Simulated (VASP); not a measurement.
Data:

```
CELL_PARAMETERS angstrom
      1.59276    -2.75873     0.00000
      1.59276     2.75873     0.00000
      0.00000     0.00000     5.03484
ATOMIC_POSITIONS crystal
  Hf 0.33333 0.66667 0.25000
  Hf 0.66667 0.33333 0.75000
```

These are optB88-vdW, VASP's PBE PAW potentials (set 64) (plane waves; VASP) values and carry that method's errors. Settings: 520 eV cut-off, Gaussian smearing of 0.050 eV, potentials Hf_pv.

Unless said otherwise, spin-orbit coupling is left out, though it shifts the bands of the heavy elements here.

### Question
Estimate the band gap (along the path) with the smallest direct gap where there is one.

### Answer

```
Item                                                          Value
-------------------------  ----------------------------------------
band gap (along the path)  none (metal, semimetal or under 0.01 eV)
```

The compound is Hf in the hcp structure. It was relaxed first.
